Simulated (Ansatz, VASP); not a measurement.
# Cross-check of KBr between VASP and Ansatz

Aim: how closely do two programs agree when they are given the same cell, functional and k mesh? The cell is taken from a series of runs on this material, whose earlier steps may have relaxed, scaled, displaced or heated it; both programs get it as it stands.

Program: Ansatz 0.2.0. Level of theory: plane waves, with VASP 6.6.1 beside it; relaxation of cell and atoms at PBE and zone-centre phonons at PBE. Results are calculated unless marked as measured.

### Step 1. Starting point

The structure is cubic, space group Fm-3m (No. 225). The conventional cell has a = 6.699 Å, b = 6.699 Å, c = 6.699 Å, α = 90.00°, β = 90.00°, γ = 90.00°. Nearest to K lie 6 Br at 3.35 Å. Nearest to Br lie 6 K at 3.35 Å. Farther neighbours and most contacts between anions are not listed.

### Step 2. VASP: relaxation of cell and atoms, PBE

The relaxed volume is the usual yardstick between codes: in a stiff, nearly cubic crystal its relative difference is about their pressure difference at one cell divided by the bulk modulus.

Lines of VASP's logs that name or quote its potential files are left out, and so is its time.

The input, INCAR:

```
SYSTEM = KBr
PREC = Accurate
ENCUT = 500
EDIFF = 1E-07
NELM = 120
ISMEAR = 0
SIGMA = 0.01
LREAL = .FALSE.
ALGO = Normal
GGA = PE
NBANDS = 14
LORBIT = 11
LWAVE = .FALSE.
LCHARG = .FALSE.
ISIF = 3
IBRION = 2
NSW = 80
EDIFFG = -0.005
LASPH = .TRUE.
GGA_COMPAT = .FALSE.
NELMIN = 4
EFERMI = MIDGAP
```

The input, POSCAR:

```
KBr
1.0
    0.0000000000      3.3493490000      3.3493490000
    3.3493490000      0.0000000000      3.3493490000
    3.3493490000      3.3493490000      0.0000000000
K Br
1 1
Direct
    0.0000000000      0.0000000000      0.0000000000
    0.5000000000      0.5000000000      0.5000000000
```

The input, KPOINTS:

```
Automatic mesh
0
Gamma
6 6 6
0 0 0
```

The projector-augmented-wave data sets are K_sv and Br (PBE family, release 64).

Command:

```bash
$ mpirun -np 1 vasp_std
```

Numbers of over 12 decimals in the logs are rounded to 6 here.

Log:

```text
[banner, memory and clock lines left out]
running    1 mpi-ranks, on    1 nodes
 distrk:  each k-point on    1 cores,    1 groups
 distr:  one band on    1 cores,    1 groups

 POSCAR found type information on POSCAR K Br
 POSCAR found :  2 types and       2 ions
 LDA part: xc-table for (Slater+PW92), standard interpolation
 POSCAR, INCAR and KPOINTS ok, starting setup
 FFT: planning ... GRIDC
 FFT: planning ... GRID_SOFT
 FFT: planning ... GRID
 WAVECAR not read
 entering main loop
       N       E                     dE             d eps       ncg     rms          rms(c)
DAV:   1     0.100549261397E+03    0.10055E+03   -0.66162E+03   448   0.961E+02
DAV:   2     0.326538599488E-01   -0.10052E+03   -0.94187E+02   588   0.237E+02
DAV:   3    -0.614929148889E+01   -0.61819E+01   -0.61568E+01   598   0.525E+01
DAV:   4    -0.640540140650E+01   -0.25611E+00   -0.25604E+00   726   0.911E+00
DAV:   5    -0.640697609679E+01   -0.15747E-02   -0.15747E-02   562   0.788E-01    0.290E+00
DAV:   6    -0.622528941394E+01    0.18169E+00   -0.25646E-01   556   0.240E+00    0.211E+00
DAV:   7    -0.621252559881E+01    0.12764E-01   -0.12249E-01   580   0.187E+00    0.992E-01
DAV:   8    -0.622227415782E+01   -0.97486E-02   -0.14679E-02   542   0.883E-01    0.122E-01
DAV:   9    -0.622305050779E+01   -0.77635E-03   -0.86507E-04   604   0.182E-01    0.798E-02
DAV:  10    -0.622342680704E+01   -0.37630E-03   -0.41039E-04   448   0.126E-01    0.143E-02
DAV:  11    -0.622343443314E+01   -0.76261E-05   -0.22555E-05   608   0.268E-02    0.451E-03
DAV:  12    -0.622343724987E+01   -0.28167E-05   -0.43423E-06   454   0.151E-02    0.382E-03
DAV:  13    -0.622343741322E+01   -0.16335E-06   -0.43350E-07   616   0.361E-03    0.764E-04
DAV:  14    -0.622343746843E+01   -0.55207E-07   -0.15322E-07   446   0.252E-03
   1 F= -.62234375E+01 E0= -.62234375E+01  d E =-.622344E+01
 curvature:   0.00 expect dE= 0.000E+00 dE for cont linesearch  0.000E+00
 trial: gam= 0.00000 g(F)=  0.754E-60 g(S)=  0.680E-04 ort = 0.000E+00 (trialstep = 0.100E+01)
 search vector abs. value=  0.680E-04
 bond charge predicted
       N       E                     dE             d eps       ncg     rms          rms(c)
DAV:   1    -0.622398042378E+01   -0.54301E-03   -0.10518E-02   526   0.885E-01    0.139E-01
DAV:   2    -0.622359231816E+01    0.38811E-03   -0.88347E-04   590   0.239E-01    0.554E-02
DAV:   3    -0.622349309941E+01    0.99219E-04   -0.31140E-04   810   0.127E-01    0.409E-02
DAV:   4    -0.622349269190E+01    0.40751E-06   -0.52771E-06   834   0.151E-02    0.177E-02
DAV:   5    -0.622349090022E+01    0.17917E-05   -0.90190E-06   826   0.152E-02    0.301E-03
DAV:   6    -0.622349068899E+01    0.21123E-06   -0.15756E-07   470   0.393E-03    0.137E-03
DAV:   7    -0.622349067933E+01    0.96620E-08   -0.30697E-08   236   0.117E-03
   2 F= -.62234907E+01 E0= -.62234907E+01  d E =-.532109E-04
 trial-energy change:   -0.000053  1 .order   -0.000051   -0.000068   -0.000035
 step:   1.6931(harm=  2.0617)  dis= 0.00000  next Energy=    -6.223503 (dE=-0.659E-04)
 bond charge predicted
       N       E                     dE             d eps       ncg     rms          rms(c)
DAV:   1    -0.622374174482E+01   -0.25106E-03   -0.50530E-03   538   0.613E-01    0.959E-02
DAV:   2    -0.622355805341E+01    0.18369E-03   -0.42524E-04   584   0.166E-01    0.380E-02
DAV:   3    -0.622351122413E+01    0.46829E-04   -0.14870E-04   804   0.876E-02    0.281E-02
DAV:   4    -0.622351044280E+01    0.78132E-06   -0.25036E-06   822   0.104E-02    0.122E-02
DAV:   5    -0.622350901250E+01    0.14303E-05   -0.43043E-06   826   0.105E-02    0.207E-03
DAV:   6    -0.622350888723E+01    0.12527E-06   -0.67266E-08   374   0.272E-03    0.101E-03
DAV:   7    -0.622350888345E+01    0.37753E-08   -0.19976E-08   230   0.105E-03
   3 F= -.62235089E+01 E0= -.62235089E+01  d E =-.714150E-04
 curvature:  -0.91 expect dE=-0.256E-05 dE for cont linesearch -0.256E-05
 trial: gam=-0.16237 g(F)=  0.636E-60 g(S)=  0.283E-05 ort = 0.139E-04 (trialstep = 0.114E+01)
 search vector abs. value=  0.118E-06
 reached required accuracy - stopping structural energy minimisation
```

From OUTCAR (step 2):

```text
ion  position               nearest neighbor table
   1  0.000  0.000  0.000-
   2  0.500  0.500  0.500-

  LATTYP: Found a face centered cubic cell.
 ALAT       =     6.6986980000

 Subroutine GETGRP returns: Found 48 space group operations
 (whereof 48 operations were pure point group operations)

The static configuration has the point symmetry O_h .

 Found     16 irreducible k-points:

   k-points           NKPTS =     16   k-points in BZ     NKDIM =     16   number of bands    NBANDS=     14

   dimension x,y,z NGX =    36 NGY =   36 NGZ =   36
   dimension x,y,z NGXF=    72 NGYF=   72 NGZF=   72

   ENCUT  =  500.0 eV  36.75 Ry    6.06 a.u.   8.64  8.64  8.64*2*pi/ulx,y,z

   NELECT =      16.0000    total number of electrons

 k-points in reciprocal lattice and weights: Automatic mesh
   0.00000000  0.00000000  0.00000000       0.005
   0.16666667  0.00000000  0.00000000       0.037
   0.33333333  0.00000000  0.00000000       0.037
   0.50000000  0.00000000  0.00000000       0.019
   0.16666667  0.16666667  0.00000000       0.028
   0.33333333  0.16666667  0.00000000       0.111
   0.50000000  0.16666667  0.00000000       0.111
  -0.33333333  0.16666667  0.00000000       0.111
  -0.16666667  0.16666667  0.00000000       0.056
[...]
-0.33333333  0.33333333  0.16666667       0.111
  -0.33333333  0.50000000  0.16666667       0.056

 average (electrostatic) potential at core
       1 -37.0952       2 -64.9222

 E-fermi :   0.2288

 k-point     1 :       0.0000    0.0000    0.0000
  band No.  band energies     occupation
    ...
      4     -13.2858      2.00000
      5     -13.2858      2.00000
      6      -1.9251      2.00000
      7      -1.9251      2.00000
      8      -1.9251      2.00000
      9       2.3827      0.00000
     10       5.6644      0.00000
     11       5.6644      0.00000
     12       5.6644      0.00000
     13       6.4579      0.00000
    ...

 k-point     2 :       0.1667    0.0000    0.0000
  band No.  band energies     occupation
    ...
      4     -13.2870      2.00000
      5     -13.2220      2.00000
      6      -2.2608      2.00000
      7      -2.0032      2.00000
      8      -2.0032      2.00000
      9       3.0092      0.00000
     10       5.5149      0.00000
     11       5.9735      0.00000
     12       5.9735      0.00000
     13       6.7876      0.00000
    ...

 k-point     3 :       0.3333    0.0000    0.0000
  band No.  band energies     occupation
    ...
      4     -13.2895      2.00000
      5     -13.1089      2.00000
      6      -2.7895      2.00000
      7      -2.1507      2.00000
      8      -2.1507      2.00000
      9       4.1258      0.00000
     10       5.6811      0.00000
     11       6.7986      0.00000
     12       6.7986      0.00000
     13       7.6198      0.00000
    ...

  Total        0.0062514      0.0062514      0.0062514      0.0000000     -0.0000000     -0.0000000
  in kB        0.1327836      0.1327836      0.1327836      0.0000000     -0.0000000     -0.0000000
  external PRESSURE =       0.1327836 kB  Pullay stress =       0.0000000 kB

  energy-cutoff  :      500.00
  volume of cell :       75.43
      direct lattice vectors                 reciprocal lattice vectors
     0.000000000  3.353541222  3.353541222    -0.149096125  0.149096125  0.149096125
     3.353541222  0.000000000  3.353541222     0.149096125 -0.149096125  0.149096125
     3.353541222  3.353541222  0.000000000     0.149096125  0.149096125 -0.149096125

 POSITION                                       TOTAL-FORCE (eV/Angst)
 -----------------------------------------------------------------------------------
      0.00000      0.00000      0.00000        -0.000000     -0.000000     -0.000000
      3.35354      3.35354      3.35354         0.000000      0.000000      0.000000
 -----------------------------------------------------------------------------------
    total drift:                                0.000000      0.000000      0.000000

  FREE ENERGIE OF THE ION-ELECTRON SYSTEM (eV)
  ---------------------------------------------------
  free  energy   TOTEN  =        -6.2235088835 eV

  energy  without entropy=       -6.2235088835  energy(sigma->0) =       -6.22350888

 reached required accuracy - stopping structural energy minimisation

 total charge
# of ion       s       p       d       tot
------------------------------------------
    1        1.956   5.578   0.022   7.556
    2        1.599   3.296   0.001   4.896
--------------------------------------------------
tot          3.555   8.874   0.022  12.451

[... 3 further parts left out ...]
```

CONTCAR:

```
KBr
   1.00000000000000
     0.0000000000000000    3.3535412224487637    3.3535412224487637
     3.3535412224487637    0.0000000000000000    3.3535412224487637
     3.3535412224487637    3.3535412224487637    0.0000000000000000
  K               Br
     1     1
Direct
     0.0000000000000000    0.0000000000000000    0.0000000000000000
     0.5000000000000000    0.5000000000000000    0.5000000000000000
```

### Step 3. Ansatz: relaxation of cell and atoms, PBE

Ansatz runs on norm-conserving files, of PseudoDojo where its log says so.

The same cell, functional and mesh now go to Ansatz, which takes its cutoff from its data sets.

The input, input.yaml:

```yaml
crystal:
  lattice:
    - [0.0, 3.3493486026, 3.3493486026]
    - [3.3493486026, 0.0, 3.3493486026]
    - [3.3493486026, 3.3493486026, 0.0]
  atoms:
    - { symbol: K, position: [0.0, 0.0, 0.0] }
    - { symbol: Br, position: [0.5, 0.5, 0.5] }
kpoints:
  mp_grid: { grid: [6, 6, 6] }
hamiltonian:
  xc: pbe
  pseudopotentials: { kind: nc, accuracy: standard }
scf:
  occupations: { method: fixed }
output:
  forces: true
  stress: true
  eigenvalues: true
relax:
  adjacent_minimum: "off"
  f_tol: 0.001
  max_steps: 60
  cell: { stress_tol: 0.01 }
```

Command:

```bash
$ ansatz run input.yaml --threads 4 --pin off --max-ram 7168MiB --backend cpu --events-out ev --progress --plain --runs-dir out
```

Log:

```text
Engine: ansatz 0.2.0, aarch64-unknown-linux-gnu
Pseudopotentials: kind: nc
Pseudopotential: K, nc, valence charge 9, recommended cutoff 1006.821291 eV (normal), K.nc.azcp (PseudoDojo's, or run here from an input of PseudoDojo's; its table is named by hamiltonian.pseudopotentials.accuracy)
Pseudopotential: Br, nc, valence charge 7, recommended cutoff 625.861884 eV (normal), Br.nc.azcp (PseudoDojo's, or run here from an input of PseudoDojo's; its table is named by hamiltonian.pseudopotentials.accuracy)
Functional definition: PBE
  parameter kappa = 0.804
  parameter beta = 0.066725
  exchange = pbe_x(kappa = kappa, mu = beta*pi^2/3)
  correlation = pbe_c(beta = beta)
Crystal: 2 atoms, lattice volume = 75.147 Å³
Basis set: ecut = 1006.821291 eV, 5577 PW (Γ), exchange–correlation on 100×100×100 points (8 copies of the dense FFT grid, shifted against one another)
Bands: 12, of which v1, the nominal top of the filled ones, is band 8 counted from 1 (7 counted from 0)
Symmetry: 48 space group operations
Space group: Fm-3m (ITA 225), of the structure as read, at distance tolerance 4.2e-5 Å
k-points: 16 of 216
Non-local potential: K, projectors of the file, l = 0: 2, l = 1: 2, l = 2: 2
Non-local potential: Br, projectors of the file, l = 0: 2, l = 1: 2, l = 2: 2
Initial density: superposition of atomic densities (chi_scale 0.1, normalization cell, long waves kept (reshape's long-wave potential 0.00 eV rms))
Initial wavefunctions: pseudopotential atomic-orbital guess
Functional: x = pbe(κ = 0.804, μ = 0.219515), c = pbe(β = 0.066725)
SCF iter   1: F=—  HF=-1250.145087 eV  |F-HF|=—  |Δ(HF+E_count)|=         —  Δρ=3.49e-2  dr2=1.46e0  ethr=3.10e-3  ⟨swp⟩=6.8  Hψ=1284  notcnv=0  defer=27
preconditioner: auto → none  [insulator: Δε(μ)=3.269 eV  Ē_g=14.693 eV  n_scr=14 (ndim 8)  ℏωp=16.0 eV  f_vac=0.000  ε∞_Penn≈2.2]
SCF iter   2: F=—  HF=-1249.504424 eV  |F-HF|=—  |Δ(HF+E_count)|=   6.41e-1  Δρ=7.78e-3  dr2=7.53e-2  ethr=3.10e-3  ⟨swp⟩=4.1  Hψ=619  notcnv=0  defer=29
SCF iter   3: F=—  HF=-1249.497550 eV  |F-HF|=—  |Δ(HF+E_count)|=   6.87e-3  Δρ=3.74e-3  dr2=1.02e-2  ethr=4.70e-4  ⟨swp⟩=3.9  Hψ=356  notcnv=0  defer=30
SCF iter   4: F=—  HF=-1249.502030 eV  |F-HF|=—  |Δ(HF+E_count)|=   4.48e-3  Δρ=9.96e-4  dr2=1.27e-3  ethr=6.36e-5  ⟨swp⟩=3.0  Hψ=286  notcnv=0  defer=30
SCF iter   5: F=—  HF=-1249.502768 eV  |F-HF|=—  |Δ(HF+E_count)|=   7.39e-4  Δρ=1.32e-4  dr2=2.00e-5  ethr=7.94e-6  ⟨swp⟩=4.2  Hψ=388  notcnv=0  defer=30
SCF iter   6: F=—  HF=-1249.502781 eV  |F-HF|=—  |Δ(HF+E_count)|=   1.21e-5  Δρ=1.60e-5  dr2=2.24e-7  ethr=1.25e-7  ⟨swp⟩=2.3  Hψ=355  notcnv=0  defer=30
SCF iter   7: F=-1249.502781 eV  HF=-1249.502781 eV  |F-HF|=6.24e-10  |Δ(HF+E_count)|=   4.91e-9  Δρ=2.21e-6  dr2=2.32e-9  ethr=6.25e-10  ⟨swp⟩=12.4  Hψ=1794  notcnv=0
SCF 1 converged in 7 iterations: F = -1249.502781 eV  dr2 = 2.32e-9
relax step   1: F+E_penalty+E_count = -1249.50278063 eV  Δ(F+E_penalty+E_count) = +0.000e0 eV  max|allowed force component| = 1.039e-29 eV/Å  Δτ_max = 0.0000 Å  P = +0.031 GPa  Ω = 75.147 Å³  (7 SCF iters, dr2 threshold 1.00e-7 eV, accepted)
[...]
relax step   2: F+E_penalty+E_count = -1249.50279028 eV  Δ(F+E_penalty+E_count) = -9.647e-6 eV  max|allowed force component| = 5.736e-30 eV/Å  Δτ_max = 0.0000 Å  P = +0.018 GPa  Ω = 75.219 Å³  energy of the carried Pulay correction = -1.296e-6 eV  (4 SCF iters, dr2 threshold 2.39e-9 eV, accepted)
[...]
relax step   3: F+E_penalty+E_count = -1249.50279401 eV  Δ(F+E_penalty+E_count) = -3.730e-6 eV  max|allowed force component| = 3.977e-30 eV/Å  Δτ_max = 0.0000 Å  P = +0.000 GPa  Ω = 75.317 Å³  energy of the carried Pulay correction = -3.064e-6 eV  (4 SCF iters, dr2 threshold 7.94e-10 eV, accepted)
[...]
relax step   4: F+E_penalty+E_count = -1249.50279700 eV  Δ(F+E_penalty+E_count) = -2.994e-6 eV  max|allowed force component| = 4.503e-30 eV/Å  Δτ_max = 0.0000 Å  P = +0.000 GPa  Ω = 75.317 Å³  stress off target by 2.20e-4 GPa  SCF on the basis re-selected at this cell (its energy is not comparable with the rows above)  (5 SCF iters)
basis re-selected at this cell: Δ(F+E_penalty+E_count) = -2.994e-6 eV, ΔP = +0.000 GPa vs the last step (what re-selecting the basis moved, of the pressure what is left beyond the Pulay correction that the steps carried, after the strain that the cell walked since its last selection, with what the two solves' SCF thresholds leave and, on support functions, any second-order correction that the steps lacked; it is no m [...]
SCF converged after 5 iterations
Free energy (F): -1249.502797 eV
Harris-Foulkes:  -1249.502797 eV  (|F-HF|=4.55e-13)
Internal energy: -1249.502797 eV  (E = F + TS)
E sigma→0 (E₀):  -1249.502797 eV
Fermi energy:    0.807047 eV
--- Per-component energies (eV) ---
  E_band       = -138.181356
  E_kinetic    = 399.739412
  E_local      = -988.587216  (includes V_loc(G=0)·N_el)
  E_nonlocal   = 173.877738
  E_hartree    = 269.257828
  E_xc         = -316.186063
  E_vxc        = -261.726940  (∫ρ·V_xc dr)
  E_ewald      = -787.604496
  E_smearing   = -0.000000  (= −TS)
  E_closure    = 0.000000  (closes the sum)
  Σ components = -1249.502797   (vs F -1249.502797, Δ=0.00e0)
--- Forces (eV/Å), atoms counted from 1 ---
  atom   1  K     -0.00000000     0.00000000    -0.00000000
  atom   2  Br     0.00000000    -0.00000000     0.00000000
  max |Σ_I F_I| component: 7.82e-30 eV/Å
--- Stress (GPa, compression-positive) ---
        0.000220      -0.000000      -0.000000
       -0.000000       0.000220      -0.000000
       -0.000000      -0.000000       0.000220
  P = ⅓ Tr σ = 0.0002 GPa (0.002 kbar)
--- Band table (eV; the first three rows and the last of 16) ---
  k-point 0: bands = [... 4 lower, -10.5472, 0.8070, 0.8070, 0.8070, 5.1206, 8.4004, 8.4004, 8.4004]
  k-point 1: bands = [... 4 lower, -10.4837, 0.4710, 0.7285, 0.7285, 5.7475, 8.2508, 8.7084, 8.7084]
  k-point 2: bands = [... 4 lower, -10.3711, -0.0583, 0.5803, 0.5803, 6.8633, 8.4179, 9.5287, 9.5287]
  k-point 15: bands = [... 4 lower, -10.4863, 0.1447, 0.3707, 0.3883, 7.4042, 8.5416, 8.9775, 9.8565]
--- Relaxed structure (3 steps of the walk, 3 accepted, 1 SCFs on fresh bases) ---
  F+E_penalty+E_count = -1249.50279700 eV   max|allowed force component| = 4.503e-30 eV/Å   (the final SCF, on the basis selected at the relaxed cell)
  cell:  # Å, volume = 75.3172 Å³
    - [0, 3.351877, 3.351877]
    - [3.351877, 0, 3.351877]
    - [3.351877, 3.351877, 0]
  atoms:
    - { symbol: K, position: [0, 0, 0] }
    - { symbol: Br, position: [0.5, 0.5, 0.5] }
```

Reading the cycles: dr2 is the Hartree energy of the density residual (eV), the measure of convergence; HF is the Harris–Foulkes estimate of the energy, which meets the free energy F at convergence.

### Step 4. Comparison

Known differences besides the potentials themselves: fixed occupations in Ansatz, narrow Gaussian smearing in VASP; the cutoff is 1006.82 eV in Ansatz and 500 eV in VASP; Ansatz adds a Pulay correction to the stress that steers its cell, VASP none. Total energies have different zeros and are not compared.

The two programs side by side:

| quantity | Ansatz | VASP | difference |
| --- | --- | --- | --- |
| volume (Å³) | 75.32 | 75.43 | -0.15 % |
| edge a after relaxation, in the typed setting (Å) | 4.740 | 4.743 | -0.05 % |

(Part 1 of 2 ends here.)

[Lines on the potential files, build, host, timing and source positions are cut from VASP's logs without a mark.]

[Logs are printed without paths, hosts, clocks, repeated set-up lines and the standing remarks that a program may print on its own settings, such as how far it seeks lower states.]

[Hosts, paths, dates, database ids (printed as entryN), source tags and the programs' standing remarks are cut or masked in the printed files.]
